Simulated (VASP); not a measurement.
Here is the system:

```
CELL_PARAMETERS angstrom
      3.21100     0.00000     0.00000
      0.00000     3.21100     0.00000
      0.00000     0.00000     3.21100
ATOMIC_POSITIONS crystal
  Co 0.00000 0.00000 0.00000
  Al 0.50000 0.50000 0.50000
```
Starting moments (μB, in the order of the record's atoms Co Al): 3.0 0.0.

Method: r2SCAN meta-GGA, VASP's PBE PAW potentials (set 64) (plane waves; VASP 6.6.1). Numerical set-up: 400 eV cut-off, 10×10×10 Γ-centred mesh, first-order Methfessel-Paxton smearing of 0.10 eV, potentials Co Al.

Energy and stress use the plane-wave basis of the starting cell.

The ions, cell shape and volume are relaxed. Give the cell that the relaxation ends in.

```
CELL_PARAMETERS angstrom
      2.82110     0.00000     0.00000
      0.00000     2.82110     0.00000
      0.00000     0.00000     2.82110
ATOMIC_POSITIONS crystal
  Co 0.00000 0.00000 0.00000
  Al 0.50000 0.50000 0.50000
```
Space group Pm-3m (221), at a tolerance of 0.03 Å. The cell ends with 0.00 μB, on the sites 0.00 0.00 μB.

How do energy and volume change from the first to the last step?

The energy (σ→0) changes by -676.3 meV/atom and the volume by -32.2 %, in 3 ionic steps.

```
step  E(σ→0) (eV)  max force (eV/Å)  pressure (GPa)  volume (Å³)
----  -----------  ----------------  --------------  -----------
1        -19.7353             0.000          -24.96        33.11
2        -21.0863             0.000            2.16        22.22
3        -21.0880             0.000            0.06        22.45
```

The structure was generated: CoAl was put into the CsCl type type (Pm-3m), which need not be its known phase. This run relaxes it. Symmetry was kept, so distortions that lower it aren't found.
